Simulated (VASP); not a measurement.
Given:

```xyz
2
Lattice="0.0000 2.5053 2.5053 2.5053 0.0000 2.5053 2.5053 2.5053 0.0000" Properties=species:S:1:pos:R:3 pbc="T T T"
Li     0.0000     0.0000     0.0000
Cl     2.5053     2.5053     2.5053
```

Computed with LDA (Ceperley-Alder, Perdew-Zunger), VASP's LDA PAW potentials (set 64) (plane waves; VASP). Numerical set-up: 520 eV cut-off, 9×9×9 Γ-centred mesh, Gaussian smearing of 0.050 eV, potentials Li_sv Cl.

**Question.** The job: LiCl (rock salt), 2 atoms, LDA, static run, 520 eV, 9×9×9 Γ-centred mesh. Roughly how much core time does it take on a busy server core?

**Answer.** About 7 core-seconds (one run on a shared machine, a rough figure). It had 35 irreducible k-points, 9 bands, up to 869 plane waves and 12 electronic steps.

The compound is LiCl in the rock salt structure. This cell is one point of a volume scan, at 1.03 of the reference volume.
